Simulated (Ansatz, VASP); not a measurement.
# Al2SeS (Al2SSe monolayer) in two plane-wave programs

Wanted: the spread between two codes on one cell, functional and k mesh. The structure shown is the start of the Ansatz relaxation below; VASP solves that cell, so the two are compared at the walk's first step.

Method: plane waves, with VASP 6.6.1 beside it; single point at PBE with D3(BJ), in Ansatz 0.2.0.

## 1. Set-up

The cell holds 4 atoms: 1 Se, 2 Al and 1 S. Cell: a = 3.689 Å, b = 3.689 Å, c = 39.951 Å, α = 90.0°, β = 90.0°, γ = 120.0°. Vacuum lies along c.

## 2. Ansatz: relaxation, PBE with D3(BJ)

Ansatz runs on its PAW soft_1 files.

The two programs are compared at the cell with which this relaxation starts, whose forces are those of its first step.

input.yaml reads:

```yaml
crystal:
  lattice:
    - [3.6894, 0.0, 0.0]
    - [-1.8447, 3.1951141247, 0.0]
    - [0.0, 0.0, 39.9508750211]
  atoms:
    - { symbol: Se, position: [0.3333333333, 0.6666666667, 0.4442956504] }
    - { symbol: Al, position: [0.0, 0.0, 0.4740851334] }
    - { symbol: Al, position: [0.0, 0.0, 0.5346595262] }
    - { symbol: S, position: [0.3333333333, 0.6666666667, 0.5557043496] }
  periodic: [true, true, false]
kpoints:
  mp_grid: { grid: [12, 12, 1] }
hamiltonian:
  xc: pbe
  dispersion: d3bj
  pseudopotentials: { kind: paw, azcp: { folder: soft_1 } }
scf:
  occupations: { method: fermi_dirac, width: 0.05 }
  convergence: { dr2_threshold: 1.0e-09 }
relax:
  f_tol: 0.004
  max_steps: 90
  cell: {}
output:
  write_potential: true
  write_density: true
  volumetric_format: npy
```

Launch:

```console
$ ansatz run input.yaml --threads 2 --pin off --max-ram 3072MiB --backend cpu --events-out ev --progress --plain --runs-dir out
```

Numbers of over 12 decimals in the logs are rounded to 6 here.

The program printed:

```text
Warning: relax.cell: scf.convergence.dr2_threshold = 1e-9 eV is looser than the 1.91545388823e-10 eV advised for a relaxation that steers and ends on the stress (1e-10 eV for each atom of the cell: 4, times the square of relax.cell.stress_2d_tol = 0.05 N/m over 14.5 Å (the atoms' height at the walk's start and 5 Å past either face), 3.460e-2 GPa, over a crystal's default 0.05). What an SCF threshold leaves in a stress goes as its square root, and in the free energy as the threshold itself, and one threshold admits the most on a small cell: [figures from the program's tests cut] Set scf.convergence.dr2_threshold to 1.91545388823e-10 eV or tighter. [rest of the remark cut]
Engine: ansatz 0.2.0, aarch64-unknown-linux-gnu
Pseudopotentials: kind: paw
Pseudopotential: Se, paw, valence charge 16, recommended cutoff 420 eV (normal), soft_1/Se.paw.azcp
Pseudopotential: Al, paw, valence charge 3, recommended cutoff 420 eV (normal), soft_1/Al.paw.azcp
Pseudopotential: S, paw, valence charge 6, recommended cutoff 420 eV (normal), soft_1/S.paw.azcp
Functional definition: PBE
  parameter kappa = 0.804
  parameter beta = 0.066725
  exchange = pbe_x(kappa = kappa, mu = beta*pi^2/3)
  correlation = pbe_c(beta = beta)
Crystal: 4 atoms, lattice volume = 470.943 Å³
Basis set: ecut = 420 eV, 9217 PW (Γ), exchange–correlation on 50×50×540 points (8 copies of the dense FFT grid, shifted against one another)
Bands: 18, of which v1, the nominal top of the filled ones, is band 14 counted from 1 (13 counted from 0)
Symmetry: 6 space group operations
Space group: P3m1 (ITA 156), of the structure as read, at distance tolerance 7.8e-5 Å
k-points: 19 of 144 (time reversal used)
Non-local potential: Se, projectors of the file, l = 0: 2, l = 1: 2, l = 2: 3, l = 3: 1
Non-local potential: Al, projectors of the file, l = 0: 2, l = 1: 2, l = 2: 1
Non-local potential: S, projectors of the file, l = 0: 2, l = 1: 2, l = 2: 1
PAW form: soft (Blöchl's): semilocal exchange-correlation on the pseudo side does not see the compensation charge
PAW one-centre angular grid: Se, 590 points (default); XC on 64 Gauss nodes
PAW one-centre angular grid: Al, 110 points (default); XC on 64 Gauss nodes
PAW one-centre angular grid: S, 110 points (default); XC on 64 Gauss nodes
Initial density: superposition of atomic densities (neutral atoms: chi_scale 0, normalization atom)
Initial wavefunctions: pseudopotential atomic-orbital guess
Functional: x = pbe(κ = 0.804, μ = 0.219515), c = pbe(β = 0.066725)
SCF iter   1: F=—  HF=-7450.470615 eV  |F-HF|=—  |Δ(HF+E_count)|=         —  Δρ=1.74e-2  dr2=1.88e0  ethr=3.10e-3  ⟨swp⟩=15.6  Hψ=3279  notcnv=0
preconditioner: auto → Resta (q_TF=auto, 1.704 Å⁻¹)  ε∞=1.6  [insulator: Δε(μ)=2.035 eV  Ē_g=9.561 eV  σ=0.050 eV  W_gap=1.00  n_scr=20 (ndim 8)  ℏωp=7.3 eV  f_vac=0.776  D(μ)=0.00/eV (n_scr^D=0)  ε∞_Penn≈1.6  vacuum switching on, ρ_ref=6.6e-3 e/Å³]
SCF iter   2: F=—  HF=-7450.009504 eV  |F-HF|=—  |Δ(HF+E_count)|=   4.61e-1  Δρ=7.82e-3  dr2=2.66e-1  ethr=3.10e-3  ⟨swp⟩=3.1  Hψ=804  notcnv=0
SCF iter   3: F=—  HF=-7449.974134 eV  |F-HF|=—  |Δ(HF+E_count)|=   3.54e-2  Δρ=2.33e-3  dr2=1.17e-1  ethr=9.50e-4  ⟨swp⟩=4.3  Hψ=756  notcnv=0
SCF iter   4: F=—  HF=-7449.965316 eV  |F-HF|=—  |Δ(HF+E_count)|=   8.82e-3  Δρ=1.27e-3  dr2=6.04e-2  ethr=4.18e-4  ⟨swp⟩=4.1  Hψ=733  notcnv=0
SCF iter   5: F=—  HF=-7449.957738 eV  |F-HF|=—  |Δ(HF+E_count)|=   7.58e-3  Δρ=5.21e-4  dr2=5.56e-3  ethr=2.16e-4  ⟨swp⟩=3.2  Hψ=471  notcnv=0
SCF iter   6: F=—  HF=-7449.957846 eV  |F-HF|=—  |Δ(HF+E_count)|=   1.09e-4  Δρ=2.15e-4  dr2=2.13e-4  ethr=1.98e-5  ⟨swp⟩=2.6  Hψ=669  notcnv=0
SCF iter   7: F=—  HF=-7449.957874 eV  |F-HF|=—  |Δ(HF+E_count)|=   2.80e-5  Δρ=3.80e-5  dr2=9.46e-6  ethr=7.62e-7  ⟨swp⟩=3.6  Hψ=721  notcnv=0
SCF iter   8: F=—  HF=-7449.957883 eV  |F-HF|=—  |Δ(HF+E_count)|=   8.39e-6  Δρ=1.61e-5  dr2=1.01e-6  ethr=3.38e-8  ⟨swp⟩=2.8  Hψ=664  notcnv=0
SCF iter   9: F=—  HF=-7449.957891 eV  |F-HF|=—  |Δ(HF+E_count)|=   8.71e-6  Δρ=5.02e-6  dr2=1.37e-7  ethr=3.62e-9  ⟨swp⟩=3.1  Hψ=620  notcnv=0
SCF iter  10: F=—  HF=-7449.957891 eV  |F-HF|=—  |Δ(HF+E_count)|=   9.59e-8  Δρ=1.04e-6  dr2=1.10e-8  ethr=4.88e-10  ⟨swp⟩=2.7  Hψ=560  notcnv=0
SCF iter  11: F=-7449.957891 eV  HF=-7449.957891 eV  |F-HF|=4.13e-10  |Δ(HF+E_count)|=   4.03e-9  Δρ=1.85e-7  dr2=1.41e-10  ethr=3.57e-12  ⟨swp⟩=10.7  Hψ=2913  notcnv=0
SCF 1 converged in 11 iterations: F = -7449.957891 eV  dr2 = 1.41e-10
[...]
relax step   5: F+E_penalty+E_count = -7450.15594672 eV  Δ(F+E_penalty+E_count) = -1.966e-5 eV  max|allowed force component| = 4.413e-3 eV/Å  Δτ_max = 0.0011 Å  P = -0.002 N/m  Ω = 458.289 Å³  energy of the carried Pulay correction = +2.491e-4 eV  fix = [c, alpha, beta]  reactions: c -0.000 N/m  (7 SCF iters, accepted)
[...]
relax step   6: F+E_penalty+E_count = -7450.15594716 eV  Δ(F+E_penalty+E_count) = -4.438e-7 eV  max|allowed force component| = 1.400e-3 eV/Å  Δτ_max = 0.0004 Å  P = +0.003 N/m  Ω = 458.307 Å³  energy of the carried Pulay correction = +2.488e-4 eV  fix = [c, alpha, beta]  reactions: c +0.000 N/m  (5 SCF iters, accepted)
[...]
relax step   7: F+E_penalty+E_count = -7450.15573535 eV  Δ(F+E_penalty+E_count) = +2.118e-4 eV  max|allowed force component| = 1.450e-3 eV/Å  Δτ_max = 0.0000 Å  P = -0.001 N/m  Ω = 458.307 Å³  fix = [c, alpha, beta]  reactions: c -0.000 N/m  stress off target by 5.69e-4 N/m on what of the cell is left free  SCF on the basis re-selected at this cell (its energy is not comparable with the rows above)  (7 SCF iters)
basis re-selected at this cell: Δ(F+E_penalty+E_count) = +2.118e-4 eV, ΔP = -0.003 N/m vs the last step (what re-selecting the basis moved, of the pressure what is left beyond the Pulay correction that the steps carried, after the strain that the cell walked since its last selection, with what the two solves' SCF thresholds leave and, on support functions, any second-order correction that the steps lacked; it is no m [...]
WARN: The output density's exchange-correlation potential varies sharply where the density is thin. Do not read a vacuum level from v_tot or v_xc, or from such a field of the output density. On a cell that repeats whose density bears no net charge and no dipole along the vacuum's axis use v_es (v_loc + v_h of the components); under efield.dipole_correction with no amplitude use v_es + v_field, which holds any externa [...]
SCF converged after 7 iterations
Free energy (F): -7450.155735 eV
Harris-Foulkes:  -7450.155735 eV  (|F-HF|=3.27e-11)
Internal energy: -7450.155735 eV  (E = F + TS)
E sigma→0 (E₀):  -7450.155735 eV
Fermi energy:    -4.963245 eV
--- Per-component energies (eV) ---
  E_band       = -721.238715
  E_kinetic    = 261.724150
  E_local      = -50416.071200  (includes V_loc(G=0)·N_el)
  E_nonlocal   = -300.090634
  E_hartree    = 25084.363677
  E_xc         = -249.234046
  E_vxc        = -231.077759  (∫ρ·V_xc dr)
  E_paw        = -3677.252191  (= ΣΔE_a)
  E_vpaw       = -204.450251  (= ΣTr[D̂ρ^β])
  E_aug_tail   = -0.000368  (compensation charges beyond the density's cutoff)
  E_ewald      = 21847.259733
  E_disp       = -0.854856  (pairwise vdW)
  E_smearing   = -0.000000  (= −TS)
  E_closure    = -0.000000  (closes the sum)
  Σ components = -7450.155735   (vs F -7450.155735, Δ=0.00e0)
--- Forces (eV/Å), atoms counted from 1 ---
  atom   1  Se    -0.00000000    -0.00000000    -0.00137374
  atom   2  Al     0.00000000     0.00000000     0.00145021
  atom   3  Al     0.00000000     0.00000000    -0.00042908
  atom   4  S     -0.00000000    -0.00000000     0.00035276
  max |Σ_I F_I| component: 1.46e-7 eV/Å
--- 2D stress c σ (N/m, compression-positive) ---
       -0.000569      -0.000000      -0.000000
        0.000000      -0.000569      -0.000000
       -0.000000      -0.000000      -0.000000
  P = ½ c Tr σ = -0.0006 N/m
--- Band table (eV; the first three rows and the last of 19) ---
  k-point 0: bands = [... 10 lower, -7.5015, -6.2513, -6.2513, -6.2484, -2.8176, -1.8670, -0.6230, -0.6230]
  k-point 1: bands = [... 10 lower, -7.5843, -6.8104, -6.3633, -6.1522, -2.4458, -1.4873 (-1.4873°), -0.9497, -0.4763]
  k-point 2: bands = [... 10 lower, -7.8354, -7.7938, -6.6399, -6.0688, -2.1114, -1.7414, -0.5464, -0.4560]
  k-point 18: bands = [... 10 lower, -9.6788, -8.2535, -7.5371, -6.8333, -3.9300, -1.6551, -1.4324, -0.6262]
  ° read free of the cell's end (the report's vacuum.weakly_bound_levels)
--- Relaxed structure (6 steps of the walk, 6 accepted, 1 SCFs on fresh bases) ---
  F+E_penalty+E_count = -7450.15573535 eV   max|allowed force component| = 1.450e-3 eV/Å   (the final SCF, on the basis selected at the relaxed cell)
  cell:  # Å, volume = 458.3066 Å³
    - [3.639566, 0, 0]
    - [-1.819783, 3.151957, 0]
    - [0, 0, 39.9508750211]
  atoms:
    - { symbol: Se, position: [0.333333, 0.666667, 0.440712] }
    - { symbol: Al, position: [0, -3.7007434155248937e-17, 0.471197] }
    - { symbol: Al, position: [0, -3.7007434155248937e-17, 0.535529] }
    - { symbol: S, position: [0.333333, 0.666667, 0.561308] }
```

## 3. VASP: single point, PBE with D3(BJ), start cell

The same cell, functional, mesh and smearing now go to VASP, with its own data sets.

Lines of VASP's logs that name or quote its potential files are left out, and so is its time.

INCAR reads:

```
SYSTEM = Al2SeS
PREC = Accurate
ENCUT = 400
EDIFF = 1E-06
NELM = 120
ISMEAR = -1
SIGMA = 0.05
LREAL = .FALSE.
ALGO = Normal
GGA = PE
IVDW = 12
NBANDS = 15
LORBIT = 11
LWAVE = .FALSE.
LCHARG = .FALSE.
ISIF = 2
LDIPOL = .TRUE.
IDIPOL = 3
DIPOL = 0.5 0.5 0.502
LVHAR = .TRUE.
LASPH = .TRUE.
GGA_COMPAT = .FALSE.
EFERMI = MIDGAP
NELMDL = -8
```

POSCAR reads:

```
Al2SeS
1.0
    3.6894000000      0.0000000000      0.0000000000
   -1.8447000000      3.1951140000      0.0000000000
    0.0000000000      0.0000000000     39.9508750000
Se Al S
1 2 1
Direct
    0.3333333333      0.6666666667      0.4442956506
    0.0000000000      0.0000000000      0.4740851358
    0.0000000000      0.0000000000      0.5346595287
    0.3333333333      0.6666666667      0.5557043494
```

KPOINTS reads:

```
Automatic mesh
0
Gamma
12 12 1
0 0 0
```

Potentials, in the order of the species: Se, Al and S (PBE family, release 64).

Launch:

```console
$ mpirun -np 1 vasp_std
```

The program printed:

```text
[banner, memory and clock lines left out]
running    1 mpi-ranks, on    1 nodes
 distrk:  each k-point on    1 cores,    1 groups
 distr:  one band on    1 cores,    1 groups

 POSCAR found type information on POSCAR SeAlS
 POSCAR found :  3 types and       4 ions
 LDA part: xc-table for (Slater+PW92), standard interpolation
 POSCAR, INCAR and KPOINTS ok, starting setup
 FFT: planning ... GRIDC
 FFT: planning ... GRID_SOFT
 FFT: planning ... GRID
 WAVECAR not read
 entering main loop
       N       E                     dE             d eps       ncg     rms          rms(c)
DAV:   1     0.121037585185E+03    0.12104E+03   -0.44886E+03   578   0.635E+02
DAV:   2    -0.241465259339E+00   -0.12128E+03   -0.11230E+03   940   0.127E+02
DAV:   3    -0.179429463585E+02   -0.17701E+02   -0.17537E+02   739   0.614E+01
DAV:   4    -0.185364385245E+02   -0.59349E+00   -0.59192E+00   788   0.141E+01
DAV:   5    -0.185507310006E+02   -0.14292E-01   -0.14287E-01   781   0.221E+00
DAV:   6    -0.185513988957E+02   -0.66790E-03   -0.66787E-03   865   0.499E-01
DAV:   7    -0.185514314620E+02   -0.32566E-04   -0.32566E-04   868   0.941E-02
DAV:   8    -0.185514317165E+02   -0.25449E-06   -0.25447E-06   722   0.826E-03    0.740E+00
DAV:   9    -0.181439785499E+02    0.40745E+00   -0.58170E-01   759   0.357E+00    0.474E+00
DAV:  10    -0.180473687427E+02    0.96610E-01   -0.51961E-01   801   0.357E+00    0.128E+00
DAV:  11    -0.180432688923E+02    0.40999E-02   -0.47743E-02   801   0.129E+00    0.378E-01
DAV:  12    -0.180422588806E+02    0.10100E-02   -0.58031E-03   773   0.451E-01    0.174E-01
DAV:  13    -0.180421710259E+02    0.87855E-04   -0.11876E-03   766   0.186E-01    0.979E-02
DAV:  14    -0.180420602777E+02    0.11075E-03   -0.26777E-04   815   0.933E-02    0.447E-02
[...]
DAV:  19    -0.180424846625E+02   -0.63843E-04   -0.83270E-06   759   0.108E-02    0.923E-03
DAV:  20    -0.180425221261E+02   -0.37464E-04   -0.21110E-06   716   0.629E-03    0.225E-03
DAV:  21    -0.180425409667E+02   -0.18841E-04   -0.50081E-07   663   0.305E-03    0.236E-03
DAV:  22    -0.180425638887E+02   -0.22922E-04   -0.41921E-07   579   0.217E-03    0.745E-04
DAV:  23    -0.180425722155E+02   -0.83268E-05   -0.39830E-07   614   0.170E-03    0.823E-04
DAV:  24    -0.180425767362E+02   -0.45207E-05   -0.81586E-08   607   0.994E-04    0.685E-04
DAV:  25    -0.180425790860E+02   -0.23498E-05   -0.46460E-08   600   0.625E-04    0.289E-04
DAV:  26    -0.180425800327E+02   -0.94674E-06   -0.14775E-08   593   0.481E-04
   1 F= -.18911641E+02 E0= -.18911641E+02  d E =-.204842E-07
```

OUTCAR, selected parts (step 3):

```text
ion  position               nearest neighbor table
   1  0.333  0.667  0.444-   2 2.44   2 2.44   2 2.44
   2  0.000  0.000  0.474-   3 2.42   1 2.44   1 2.44   1 2.44
   3  0.000  0.000  0.535-   4 2.29   4 2.29   4 2.29   2 2.42
   4  0.333  0.667  0.556-   3 2.29   3 2.29   3 2.29

  LATTYP: Found a hexagonal cell.
 ALAT       =     3.6894000000
 C/A-ratio  =    10.8285561338

 Subroutine GETGRP returns: Found  6 space group operations
 (whereof  6 operations were pure point group operations)

The static configuration has the point symmetry C_3v.

 Found     19 irreducible k-points:

   k-points           NKPTS =     19   k-points in BZ     NKDIM =     19   number of bands    NBANDS=     15

   dimension x,y,z NGX =    24 NGY =   24 NGZ =  270
   dimension x,y,z NGXF=    48 NGYF=   48 NGZF=  540

   ENCUT  =  400.0 eV  29.40 Ry    5.42 a.u.   6.02  6.02 65.15*2*pi/ulx,y,z

   NELECT =      18.0000    total number of electrons

 k-points in reciprocal lattice and weights: Automatic mesh
   0.00000000  0.00000000  0.00000000       0.007
   0.08333333 -0.00000000  0.00000000       0.042
   0.16666667  0.00000000  0.00000000       0.042
   0.25000000 -0.00000000  0.00000000       0.042
   0.33333333 -0.00000000  0.00000000       0.042
   0.41666667 -0.00000000  0.00000000       0.042
   0.50000000 -0.00000000  0.00000000       0.021
   0.08333333  0.08333333  0.00000000       0.042
   0.16666667  0.08333333  0.00000000       0.083
[...]
0.33333333  0.25000000  0.00000000       0.083
   0.33333333  0.33333333  0.00000000       0.014

 dipolmoment           0.000000      0.000000     -0.032986 electrons x Angstroem

 average (electrostatic) potential at core
       1 -61.1757       2 -83.3942       3 -84.0647       4 -95.3196

 E-fermi :  -3.0292

 k-point     1 :       0.0000    0.0000    0.0000
  band No.  band energies     occupation
    ...
      5      -6.3850      2.00000
      6      -6.3850      2.00000
      7      -4.3391      2.00000
      8      -4.3391      2.00000
      9      -4.0968      2.00000
     10      -1.2954      0.00000
     11      -0.0284      0.00000
     12       0.6253      0.00000
     13       0.6253      0.00000
     14       1.1126      0.00000
    ...

 k-point     2 :       0.0833   -0.0000    0.0000
  band No.  band energies     occupation
    ...
      5      -6.7572      2.00000
      6      -6.4630      2.00000
      7      -4.8725      2.00000
      8      -4.4454      2.00000
      9      -3.9796      2.00000
     10      -0.9457      0.00000
     11       0.2497      0.00000
     12       0.4990      0.00000
     13       0.8031      0.00000
     14       1.2120      0.00000
    ...

 k-point     3 :       0.1667    0.0000    0.0000
  band No.  band energies     occupation
    ...
      5      -6.8440      2.00000
      6      -6.6608      2.00000
      7      -5.8311      2.00000
      8      -4.7088      2.00000
      9      -3.8924      2.00000
     10      -0.7214      0.00000
     11       0.0600      0.00000
     12       1.0746      0.00000
     13       1.2066      0.00000
     14       1.3842      0.00000
    ...

 Edisp (eV)   -0.86906

  Total       0.54090     0.54090     4.01238    -0.00000     0.00000     0.00000
  in kB       1.84019     1.84019    13.65038    -0.00000     0.00000     0.00000
  external pressure =        5.78 kB  Pullay stress =        0.00 kB

  energy-cutoff  :      400.00
  volume of cell :      470.94
      direct lattice vectors                 reciprocal lattice vectors
     3.689400000  0.000000000  0.000000000     0.271046783  0.156488939  0.000000000
    -1.844700000  3.195114000  0.000000000     0.000000000  0.312977878  0.000000000
     0.000000000  0.000000000 39.950875000     0.000000000  0.000000000  0.025030741

 POSITION                                       TOTAL-FORCE (eV/Angst)
 -----------------------------------------------------------------------------------
     -0.00000      2.13008     17.75000         0.000000      0.000000     -0.075406
      0.00000      0.00000     18.94012         0.000000     -0.000000     -1.130165
      0.00000      0.00000     21.36012        -0.000000     -0.000000     -0.013930
     -0.00000      2.13008     22.20087        -0.000000      0.000000      1.219502
 -----------------------------------------------------------------------------------
    total drift:                                0.000000      0.000001      0.000096

  FREE ENERGIE OF THE ION-ELECTRON SYSTEM (eV)
  ---------------------------------------------------
  free  energy   TOTEN  =       -18.9116414652 eV

  energy  without entropy=      -18.9116414448  energy(sigma->0) =      -18.91164145

 vacuum level on the upper side and lower side of the slab         1.555         2.061

 total charge
# of ion       s       p       d       tot
------------------------------------------
    1        1.458   2.434   0.030   3.922
    2        0.424   0.377   0.000   0.802
    3        0.412   0.382   0.000   0.795
    4        1.322   2.486   0.000   3.808
--------------------------------------------------
tot          3.617   5.679   0.030   9.326

[... 3 further parts left out ...]
```

The gap is read on the k-mesh alone, so it is an upper bound where the band edges lie off the mesh.

## 4. Side by side

Known differences besides the potentials themselves: Ansatz cuts the interaction across the vacuum, VASP repeats the sheet with a dipole correction; the data sets hold 28 valence electrons in Ansatz (on its PAW soft_1 files) and 18 in VASP; the cutoff is 420 eV in Ansatz and 400 eV in VASP. Total energies have different zeros and are not compared.

Forces (eV/Å; atoms numbered as in POSCAR):

```
atom        Ansatz x, y, z          VASP x, y, z
 Se1  0.000, 0.000, -0.066  0.000, 0.000, -0.075
 Al2  0.000, 0.000, -1.135  0.000, 0.000, -1.130
 Al3  0.000, 0.000, -0.017  0.000, 0.000, -0.014
  S4   0.000, 0.000, 1.218   0.000, 0.000, 1.220
```

The forces differ by 3.2 meV/Å r.m.s., which is 0.7 % of the r.m.s. force of 0.480 eV/Å (both taken over all components). With vacuum in the cell, a pressure given here is an average over mostly empty space and none of the material.

## 5. Results

| Item | Value |
| --- | --- |
| r.m.s. force difference (single point, PBE with D3(BJ), start cell) | 0.67 % of the r.m.s. force |

In words: The r.m.s. force difference is 0.67 % of the r.m.s. force (single point, PBE with D3(BJ), start cell), within the 3 % picked in this series as the mark of a large difference. The data sets hold unlike numbers of valence electrons (28 in Ansatz and 18 in VASP), so part of the differences comes from the potentials. 1 further run of this series is not shown here. How closely two codes agree says nothing of how well the functional describes the real material.

[Lines on the potential files, build, host, timing and source positions are cut from VASP's logs without a mark.]

[Logs are printed without paths, hosts, clocks, repeated set-up lines and the standing remarks that a program may print on its own settings, such as how far it seeks lower states.]

[Hosts, paths, dates, database ids (printed as entryN), source tags and the programs' standing remarks are cut or masked in the printed files.]
